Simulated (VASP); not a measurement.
A run of VASP 6.6.1 is set up as follows.

Contents of INCAR:

```
SYSTEM = AlSn
ALGO     = Normal         ! electronic algorithm
EDIFF    = 1E-7           ! SCF threshold, eV
ENCUT    = 520            ! plane-wave cutoff, eV
GGA      = PS             ! functional
ISIF     = 2              ! what is computed and relaxed
ISMEAR   = -1             ! smearing method
LASPH    = .True.         ! aspherical terms in the spheres
LCHARG   = .True.         ! write CHGCAR
LELF     = .True.         ! ELF
LREAL    = .False.        ! projectors in reciprocal space
LVHAR    = .True.       
LWAVE    = .False.        ! write WAVECAR
NBANDS   = 16             ! bands
NELM     = 80             ! most SCF steps
PREC     = Accurate       ! precision mode
SIGMA    = 0.05           ! smearing width, eV
```

The input KPOINTS:

```
k-points
0
Gamma
  7 7 8
  0 0 0
```

File POSCAR:

```
AlSn
1.0
    4.1981056157      0.0000000000      0.0000000000
   -2.0990528078      3.6356661109      0.0000000000
    0.0000000000      0.0000000000      3.3068470000
Sn Al
1 1
Direct
    0.3333333333      0.6666666667      0.5000000000
    0.0000000000      0.0000000000      0.0000000000
```

Potentials or basis: VASP PAW PBE potentials, release 64 (Sn_d, Al).

Command:

```console
$ cat potpaw_PBE.64/Sn_d/POTCAR potpaw_PBE.64/Al/POTCAR > POTCAR
$ mpirun -np 1 vasp_std > vasp.out
```

Question: What does it give for the band gap on the k mesh?

Answer: None (metal or under the smearing width).

Question: What does it give for the pressure?

Answer: -1.8 GPa.

Stress tensor (GPa, compression positive):
```
-1.89  0.00  0.00
 0.00 -1.89  0.00
 0.00  0.00 -1.71
```

Caveat: the PAW data sets were made with another functional, which shifts forces and pressure a little.
